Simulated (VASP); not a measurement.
An input for Quantum ESPRESSO's pw.x (written as the equivalent of a VASP run, and not itself run):

```
&CONTROL
  calculation = 'vc-relax'
  pseudo_dir = './pseudo'
  outdir = './out'
  tprnfor = .true.
  tstress = .true.
  nstep = 60
  forc_conv_thr = 0.00078
/
&SYSTEM
  ibrav = 0
  nat = 5
  ntyp = 2
  ecutwfc = 84
  occupations = 'smearing'
  smearing = 'gaussian'
  degauss = 0.003675
  input_dft = 'pbe'
/
&ELECTRONS
  conv_thr = 7.3e-08
  electron_maxstep = 100
/
&IONS
/
&CELL
/
ATOMIC_SPECIES
  Mg 24.305 Mg.upf
  Sb 121.760 Sb.upf
CELL_PARAMETERS angstrom
     2.3066906   -3.9953055   -0.0000000
     2.3066906    3.9953055    0.0000000
    -0.0000000    0.0000000    7.2536859
ATOMIC_POSITIONS crystal
  Mg   0.0000000  1.0000000  1.0000000
  Mg   0.3333330  0.6666670  0.6336518
  Mg   0.6666670  0.3333330  0.3663482
  Sb   0.3333330  0.6666670  0.2267090
  Sb   0.6666670  0.3333330  0.7732910
K_POINTS automatic
  5 5 3 0 0 0
```

**Question.** Translate this input to VASP (INCAR, KPOINTS, POSCAR, choice of POTCAR).

**Answer.** One answer among several that fit: 
### KPOINTS
```
Automatic mesh
0
Gamma
5 5 3
0 0 0
```

POSCAR:
```
Mg3Sb2
1
    2.3066906363    -3.9953055438    -0.0000000000
    2.3066906363     3.9953055438     0.0000000000
   -0.0000000000     0.0000000000     7.2536858899
Mg Sb
3 2
Direct
  0.0000000000   1.0000000000   1.0000000000
  0.3333330000   0.6666670000   0.6336517822
  0.6666670000   0.3333330000   0.3663482178
  0.3333330000   0.6666670000   0.2267089546
  0.6666670000   0.3333330000   0.7732910454
```

INCAR:
```
SYSTEM  =  Mg3Sb2
PREC  =  Accurate; ENCUT  =  400; LREAL  =  .FALSE.
LASPH  =  .TRUE.
EDIFF  =  1E-6; NELM  =  100; ALGO  =  Normal
LMAXMIX  =  4
ISMEAR  =  0; SIGMA  =  0.05
GGA  =  PE
IBRION  =  2; NSW  =  60; ISIF  =  3
EDIFFG  =  -0.02
LWAVE  =  .FALSE.; LCHARG  =  .FALSE.
```

POTCAR, in this order: Mg Sb (PBE.64 set). Program: vasp_std.

What does not carry over: the potentials are each code's own (VASP's PAW set, PseudoDojo norm-conserving files in pw.x), so ENCUT and ecutwfc are chosen apart and not converted; conv_thr bounds pw.x's estimated SCF error, while EDIFF bounds the energy change between steps; forc_conv_thr acts on force components and is met together with etot_conv_thr.

The compound is Mg3Sb2 in the a-la2o3 structure. This run relaxes it. Symmetry was kept, so distortions that lower it aren't found. The start is the result of an earlier pass.
